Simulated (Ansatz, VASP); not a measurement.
# AlNi (NiAl strained to the junction's net): VASP beside Ansatz

One calculation is typed for both programs; each brings its own data sets. How far apart do they land? The cell is generated by rule, not measured, and may not be a known phase. The structure shown is the end of the Ansatz relaxation below.

Method: plane waves, with VASP 6.6.1 beside it; single point at PBE, in Ansatz 0.2.0.

## Step 1: The starting structure

Symmetry: P4/mmm, No. 123, tetragonal system. Conventional cell: a = 2.863 Å, b = 2.863 Å, c = 2.938 Å, α = 90.00°, β = 90.00°, γ = 90.00°. Nearest to Ni lie 8 Al at 2.50 Å. Al has 8 Ni at 2.50 Å nearest. Farther neighbours are not listed.

Coordinates:

```cif
data_structure
_symmetry_space_group_name_H-M 'P 1'
_symmetry_Int_Tables_number 1
_cell_length_a 2.8630
_cell_length_b 2.8630
_cell_length_c 2.9381
_cell_angle_alpha 90.000
_cell_angle_beta 90.000
_cell_angle_gamma 90.000
_cell_volume 24.08
loop_
_atom_site_label
_atom_site_type_symbol
_atom_site_fract_x
_atom_site_fract_y
_atom_site_fract_z
_atom_site_occupancy
Ni1 Ni 0.00000 0.00000 0.00000 1
Al2 Al 0.50000 0.50000 0.50000 1
```

## Step 2: Ansatz: relaxation, PBE

Ansatz runs on its default PAW (the set named soft_2) files.

This run makes the geometry at which the two programs are then compared.

File input.yaml:

```yaml
crystal:
  lattice:
    - [2.863, 0.0, 0.0]
    - [0.0, 2.863, 0.0]
    - [0.0, 0.0, 2.9089]
  atoms:
    - { symbol: Ni, position: [0.0, 0.0, 0.0] }
    - { symbol: Al, position: [0.5, 0.5, 0.5] }
kpoints:
  mp_grid: { grid: [12, 12, 11] }
scf:
  occupations: { method: fermi_dirac, width: 0.1 }
  max_iter: 150
hamiltonian:
  xc: pbe
relax:
  f_tol: 0.01
  max_steps: 40
  cell: { fix: [a, b, angles] }
```

Started as:

```bash
> ansatz run input.yaml --threads 4 --pin off --max-ram 16384MiB --backend cpu --events-out ev --progress --plain --runs-dir out
```

Numbers of over 12 decimals in the logs are rounded to 6 here.

What it wrote:

```text
Engine: ansatz 0.2.0, aarch64-unknown-linux-gnu
Pseudopotentials: kind: paw
Pseudopotential: Ni, paw, valence charge 18, recommended cutoff 420 eV (normal), Ni.paw.azcp
Pseudopotential: Al, paw, valence charge 3, recommended cutoff 420 eV (normal), Al.paw.azcp
Functional definition: PBE
  parameter kappa = 0.804
  parameter beta = 0.066725
  exchange = pbe_x(kappa = kappa, mu = beta*pi^2/3)
  correlation = pbe_c(beta = beta)
Crystal: 2 atoms, lattice volume = 23.844 Å³
Basis set: ecut = 420 eV, 461 PW (Γ), exchange–correlation on 40×40×40 points (8 copies of the dense FFT grid, shifted against one another)
Bands: 15, of which v1, the nominal top of the filled ones, is band 11 counted from 1 (10 counted from 0)
Symmetry: 16 space group operations
Space group: P4/mmm (ITA 123), of the structure as read, at distance tolerance 2.9e-5 Å
k-points: 168 of 1584
Non-local potential: Ni, projectors of the file, l = 0: 3, l = 1: 2, l = 2: 3, l = 3: 1
Non-local potential: Al, projectors of the file, l = 0: 2, l = 1: 2, l = 2: 1
PAW form: soft (Blöchl's): semilocal exchange-correlation on the pseudo side does not see the compensation charge
PAW one-centre angular grid: Ni, 590 points (default); XC on 64 Gauss nodes
PAW one-centre angular grid: Al, 110 points (default); XC on 64 Gauss nodes
Initial density: superposition of atomic densities (neutral atoms: chi_scale 0, normalization atom), corrected by the library's trained network
Initial wavefunctions: pseudopotential atomic-orbital guess
Functional: x = pbe(κ = 0.804, μ = 0.219515), c = pbe(β = 0.066725)
SCF iter   1: F=—  HF=-6378.540942 eV  |F-HF|=—  |Δ(HF+E_count)|=         —  Δρ=2.75e-3  dr2=1.04e-3  ethr=1.77e-3  ⟨swp⟩=4.8  Hψ=11454  notcnv=0
preconditioner: auto → none  [metal: Δε(μ)=0.037 eV  Ē_g=9.661 eV  σ=0.100 eV  W_gap=0.09  n_scr=6 (ndim 8)  ℏωp=27.4 eV  f_vac=0.000  D(μ)=0.79/eV (n_scr^D=6)  sad-step TF]
SCF iter   2: F=—  HF=-6378.540930 eV  |F-HF|=—  |Δ(HF+E_count)|=   1.14e-5  Δρ=1.53e-3  dr2=3.92e-4  ethr=4.93e-6  ⟨swp⟩=2.4  Hψ=4966  notcnv=0
SCF iter   3: F=—  HF=-6378.540909 eV  |F-HF|=—  |Δ(HF+E_count)|=   2.09e-5  Δρ=1.38e-4  dr2=3.36e-6  ethr=1.87e-6  ⟨swp⟩=1.0  Hψ=2518  notcnv=0
SCF iter   4: F=—  HF=-6378.540983 eV  |F-HF|=—  |Δ(HF+E_count)|=   7.41e-5  Δρ=4.84e-5  dr2=2.35e-7  ethr=1.60e-8  ⟨swp⟩=2.1  Hψ=3727  notcnv=0
iter 5 did not close the SCF: its close was put off for the readings that it lacked (scf_convergence_deferred on its scf_iter line)
SCF iter   5: F=-6378.540983 eV  HF=-6378.540983 eV  |F-HF|=4.54e-9  |Δ(HF+E_count)|=   8.27e-9  Δρ=9.26e-6  dr2=4.79e-9  ethr=1.12e-9  ⟨swp⟩=2.5  Hψ=4095  notcnv=0
SCF iter   6: F=-6378.540983 eV  HF=-6378.540983 eV  |F-HF|=1.88e-10  |Δ(HF+E_count)|=  4.10e-10  Δρ=1.92e-6  dr2=2.42e-10  ethr=2.28e-11  ⟨swp⟩=1.9  Hψ=7947  notcnv=0
SCF 1 converged in 6 iterations: F = -6378.540983 eV  dr2 = 2.42e-10
  greatest PAW one-centre occupation: 1.001 electrons in one spin orbital (limit 2), on the Ni atom at site 0 (counted from 0), in its partial waves of l = 1
relax step   1: F+E_penalty+E_count = -6378.54098340 eV  Δ(F+E_penalty+E_count) = +0.000e0 eV  max|allowed force component| = 1.233e-31 eV/Å  Δτ_max = 0.0000 Å  P = +2.615 GPa  Ω = 23.844 Å³  fix = [a, b, alpha, beta, gamma]  reactions: a +2.835, b +2.835 GPa  (6 SCF iters, dr2 threshold 1.00e-7 eV, accepted)
[...]
relax step   2: F+E_penalty+E_count = -6378.54218831 eV  Δ(F+E_penalty+E_count) = -1.205e-3 eV  max|allowed force component| = 2.958e-31 eV/Å  Δτ_max = 0.0000 Å  P = +1.730 GPa  Ω = 23.969 Å³  energy of the carried Pulay correction = -4.936e-5 eV  fix = [a, b, alpha, beta, gamma]  reactions: a +2.078, b +2.078 GPa  (6 SCF iters, dr2 threshold 2.00e-7 eV, accepted)
[...]
relax step   3: F+E_penalty+E_count = -6378.54251987 eV  Δ(F+E_penalty+E_count) = -3.316e-4 eV  max|allowed force component| = 2.404e-31 eV/Å  Δτ_max = 0.0000 Å  P = +0.951 GPa  Ω = 24.083 Å³  energy of the carried Pulay correction = -9.384e-5 eV  fix = [a, b, alpha, beta, gamma]  reactions: a +1.411, b +1.411 GPa  (6 SCF iters, dr2 threshold 2.00e-7 eV, accepted)
[...]
relax step   4: F+E_penalty+E_count = -6378.54261382 eV  Δ(F+E_penalty+E_count) = -9.395e-5 eV  max|allowed force component| = 1.972e-31 eV/Å  Δτ_max = 0.0000 Å  P = +0.954 GPa  Ω = 24.083 Å³  fix = [a, b, alpha, beta, gamma]  reactions: a +1.412, b +1.412 GPa  stress off target by 3.80e-2 GPa on what of the cell is left free  SCF on the basis re-selected at this cell (its energy is not comparable with the rows above)  (6 SCF iters)
basis re-selected at this cell: Δ(F+E_penalty+E_count) = -9.395e-5 eV, ΔP = +0.003 GPa vs the last step (what re-selecting the basis moved, of the pressure what is left beyond the Pulay correction that the steps carried, after the strain that the cell walked since its last selection, with what the two solves' SCF thresholds leave and, on support functions, any second-order correction that the steps lacked; it is no m [...]
SCF converged after 6 iterations
Free energy (F): -6378.542614 eV
Harris-Foulkes:  -6378.542614 eV  (|F-HF|=1.82e-12)
Internal energy: -6378.516032 eV  (E = F + TS)
E sigma→0 (E₀):  -6378.529323 eV
Entropy (-TS):   -0.026582 eV (-13.291 meV/atom)
Fermi energy:    13.876937 eV
--- Per-component energies (eV) ---
  E_band       = -338.425263
  E_kinetic    = 310.760270
  E_local      = -4457.203925  (includes V_loc(G=0)·N_el)
  E_nonlocal   = 647.694271
  E_hartree    = 1917.892471
  E_xc         = -126.168695
  E_vxc        = -140.484388  (∫ρ·V_xc dr)
  E_paw        = -2100.329054  (= ΣΔE_a)
  E_vpaw       = -534.976949  (= ΣTr[D̂ρ^β])
  E_aug_tail   = 0.000468  (compensation charges beyond the density's cutoff)
  E_ewald      = -2571.161837
  E_smearing   = -0.026582  (= −TS)
  E_closure    = 0.000000  (closes the sum)
  Σ components = -6378.542614   (vs F -6378.542614, Δ=0.00e0)
--- Forces (eV/Å), atoms counted from 1 ---
  atom   1  Ni    -0.00000000     0.00000000     0.00000000
  atom   2  Al     0.00000000     0.00000000     0.00000000
  max |Σ_I F_I| component: 3.94e-31 eV/Å
--- Stress (GPa, compression-positive) ---
        1.411553       0.000000       0.000000
        0.000000       1.411553       0.000000
        0.000000       0.000000       0.038019
  P = ⅓ Tr σ = 0.9537 GPa (9.537 kbar)
--- Relaxed structure (3 steps of the walk, 3 accepted, 1 SCFs on fresh bases) ---
  F+E_penalty+E_count = -6378.54261382 eV   max|allowed force component| = 1.972e-31 eV/Å   (the final SCF, on the basis selected at the relaxed cell)
  cell:  # Å, volume = 24.0828 Å³
    - [2.863, 0.0, 0.0]
    - [0.0, 2.863, 0.0]
    - [0.0, 0.0, 2.938084]
  atoms:
    - { symbol: Ni, position: [0, 0, 0.0] }
    - { symbol: Al, position: [0.5, 0.5, 0.5] }
```

Reading the cycles: dr2 is the Hartree energy of the density residual (eV), the measure of convergence; HF is the Harris–Foulkes estimate of the energy, which meets the free energy F at convergence.

## Step 3: VASP: single point, PBE

The same cell, functional, mesh and smearing now go to VASP, with its own data sets.

Lines of VASP's logs that name or quote its potential files are left out, and so is its time.

File INCAR:

```
SYSTEM = AlNi
PREC = Accurate
ENCUT = 600
EDIFF = 1E-06
NELM = 120
ISMEAR = -1
SIGMA = 0.1
LREAL = .FALSE.
ALGO = Normal
GGA = PE
NBANDS = 12
LASPH = .TRUE.
LORBIT = 11
LWAVE = .FALSE.
LCHARG = .FALSE.
ISIF = 2
GGA_COMPAT = .FALSE.
```

File POSCAR:

```
AlNi
1.0
    2.8630000000      0.0000000000      0.0000000000
    0.0000000000      2.8630000000      0.0000000000
    0.0000000000      0.0000000000      2.9380836075
Ni Al
1 1
Direct
    0.0000000000      0.0000000000      0.0000000000
    0.5000000000      0.5000000000      0.5000000000
```

File KPOINTS:

```
Automatic mesh
0
Gamma
12 12 11
0 0 0
```

The projector-augmented-wave data sets are Ni and Al (PBE family, release 64).

Started as:

```bash
> mpirun -np 1 vasp_std
```

What it wrote:

```text
[banner, memory and clock lines left out]
running    1 mpi-ranks, on    1 nodes
 distrk:  each k-point on    1 cores,    1 groups
 distr:  one band on    1 cores,    1 groups

 POSCAR found type information on POSCAR NiAl
 POSCAR found :  2 types and       2 ions
 LDA part: xc-table for (Slater+PW92), standard interpolation
 POSCAR, INCAR and KPOINTS ok, starting setup
 FFT: planning ... GRIDC
 FFT: planning ... GRID_SOFT
 FFT: planning ... GRID
 WAVECAR not read
 entering main loop
       N       E                     dE             d eps       ncg     rms          rms(c)
DAV:   1     0.457233896183E+02    0.45723E+02   -0.61253E+03  4064   0.128E+03
DAV:   2    -0.101099985055E+02   -0.55833E+02   -0.51751E+02  4120   0.208E+02
DAV:   3    -0.119624891905E+02   -0.18525E+01   -0.18283E+01  4884   0.441E+01
DAV:   4    -0.119893503849E+02   -0.26861E-01   -0.26851E-01  4576   0.474E+00
DAV:   5    -0.119901986280E+02   -0.84824E-03   -0.84822E-03  4868   0.930E-01    0.119E+01
DAV:   6    -0.139371656762E+02   -0.19470E+01   -0.49553E+01  4488   0.111E+02    0.159E+01
DAV:   7    -0.105754567510E+02    0.33617E+01   -0.14736E+01  4536   0.664E+01    0.106E+00
DAV:   8    -0.105640637580E+02    0.11393E-01   -0.35218E-01  4896   0.689E+00    0.981E-01
DAV:   9    -0.105507451876E+02    0.13319E-01   -0.47029E-02  4872   0.315E+00    0.185E-01
DAV:  10    -0.105503844684E+02    0.36072E-03   -0.14115E-03  5020   0.538E-01    0.735E-02
DAV:  11    -0.105503831533E+02    0.13151E-05   -0.42584E-05  4804   0.599E-02    0.199E-02
DAV:  12    -0.105503817644E+02    0.13889E-05   -0.25175E-06  3720   0.254E-02    0.395E-03
DAV:  13    -0.105503812755E+02    0.48892E-06   -0.22739E-07  2376   0.456E-03
   1 F= -.10550381E+02 E0= -.10537208E+02  d E =-.263468E-01
```

Parts of OUTCAR (step 3):

```text
ion  position               nearest neighbor table
   1  0.000  0.000  0.000-   2 2.50   2 2.50   2 2.50   2 2.50   2 2.50   2 2.50   2 2.50   2 2.50

  LATTYP: Found a simple tetragonal cell.
 ALAT       =     2.8630000000
 C/A-ratio  =     1.0262255003

 Subroutine GETGRP returns: Found 16 space group operations
 (whereof 16 operations were pure point group operations)

The static configuration has the point symmetry D_4h.

 Found    168 irreducible k-points:

   k-points           NKPTS =    168   k-points in BZ     NKDIM =    168   number of bands    NBANDS=     12

   dimension x,y,z NGX =    24 NGY =   24 NGZ =   24
   dimension x,y,z NGXF=    48 NGYF=   48 NGZF=   48

   ENCUT  =  600.0 eV  44.10 Ry    6.64 a.u.   5.72  5.72  5.87*2*pi/ulx,y,z

   NELECT =      13.0000    total number of electrons

 k-points in reciprocal lattice and weights: Automatic mesh
   0.00000000  0.00000000  0.00000000       0.001
   0.08333333  0.00000000  0.00000000       0.003
   0.16666667  0.00000000  0.00000000       0.003
   0.25000000  0.00000000  0.00000000       0.003
   0.33333333  0.00000000  0.00000000       0.003
   0.41666667  0.00000000  0.00000000       0.003
   0.50000000  0.00000000  0.00000000       0.001
   0.08333333  0.08333333  0.00000000       0.003
   0.16666667  0.08333333  0.00000000       0.005
[...]
0.50000000  0.41666667  0.45454545       0.005
   0.50000000  0.50000000  0.45454545       0.001

 average (electrostatic) potential at core
       1 -81.5841       2 -70.1958

 E-fermi :   9.9430

 k-point     1 :       0.0000    0.0000    0.0000
  band No.  band energies     occupation
    ...
      2       6.7254      2.00000
      3       6.7447      2.00000
      4       8.3813      2.00000
      5       8.3813      2.00000
      6       8.4454      2.00000
      7      14.7996      0.00000
      8      15.7117      0.00000
      9      15.7117      0.00000
     10      17.8974      0.00000
     11      18.1368      0.00000
    ...

 k-point     2 :       0.0833    0.0000    0.0000
  band No.  band energies     occupation
    ...
      2       6.7322      2.00000
      3       6.7628      2.00000
      4       8.3194      2.00000
      5       8.3875      2.00000
      6       8.3915      2.00000
      7      14.4119      0.00000
      8      14.9754      0.00000
      9      15.8793      0.00000
     10      17.9529      0.00000
     11      19.2031      0.00000
    ...

 k-point     3 :       0.1667    0.0000    0.0000
  band No.  band energies     occupation
    ...
      2       6.6703      2.00000
      3       6.8469      2.00000
      4       8.1598      2.00000
      5       8.2508      2.00000
      6       8.4046      2.00000
      7      12.5010      0.00000
      8      15.4782      0.00000
      9      16.3621      0.00000
     10      17.9907      0.00000
     11      20.5115      0.00000
    ...

  Total        0.2131233      0.2131233     -0.0007848      0.0000000      0.0000000      0.0000000
  in kB       14.1786453     14.1786453     -0.0522101      0.0000000      0.0000000      0.0000000
  external PRESSURE =       9.4350268 kB  Pullay stress =       0.0000000 kB

  energy-cutoff  :      600.00
  volume of cell :       24.08
      direct lattice vectors                 reciprocal lattice vectors
     2.863000000  0.000000000  0.000000000     0.349283968  0.000000000  0.000000000
     0.000000000  2.863000000  0.000000000     0.000000000  0.349283968  0.000000000
     0.000000000  0.000000000  2.938083607     0.000000000  0.000000000  0.340357911

 POSITION                                       TOTAL-FORCE (eV/Angst)
 -----------------------------------------------------------------------------------
      0.00000      0.00000      0.00000         0.000000      0.000000      0.000000
      1.43150      1.43150      1.46904         0.000000      0.000000      0.000000
 -----------------------------------------------------------------------------------
    total drift:                                0.000000      0.000000      0.000000

  FREE ENERGIE OF THE ION-ELECTRON SYSTEM (eV)
  ---------------------------------------------------
  free  energy   TOTEN  =       -10.5503812755 eV

  energy  without entropy=      -10.5240345043  energy(sigma->0) =      -10.53720789

 total charge
# of ion       s       p       d       tot
------------------------------------------
    1        0.472   0.510   8.470   9.452
    2        0.384   0.411   0.000   0.794
--------------------------------------------------
tot          0.855   0.921   8.470  10.247

[... 3 further parts left out ...]
```

The run ends at a pressure of 0.94 GPa.

## Step 4: Side by side

Known differences besides the potentials themselves: the data sets hold 21 valence electrons in Ansatz (on its default PAW (the set named soft_2) files) and 13 in VASP; the cutoff is 420 eV in Ansatz and 600 eV in VASP; Ansatz's pressure holds a Pulay correction, VASP's none. Total energies have different zeros and are not compared.

Compared:

| quantity | Ansatz | VASP | difference |
| --- | --- | --- | --- |
| pressure (GPa) | 0.95 | 0.94 | +0.01 |

## Step 5: What came out

```json
{"difference in pressure (single point, PBE)": "0.010 GPa"}
```

What this shows: The difference in pressure is 0.010 GPa (single point, PBE), within the 1 GPa picked in this series as the mark of a large difference. The data sets hold unlike numbers of valence electrons (21 in Ansatz and 13 in VASP), so part of the differences comes from the potentials. How closely two codes agree says nothing of how well the functional describes the real material.

[Lines on the potential files, build, host, timing and source positions are cut from VASP's logs without a mark.]

[Logs are printed without paths, hosts, clocks, repeated set-up lines and the standing remarks that a program may print on its own settings, such as how far it seeks lower states.]

[Hosts, paths, dates, database ids (printed as entryN), source tags and the programs' standing remarks are cut or masked in the printed files.]
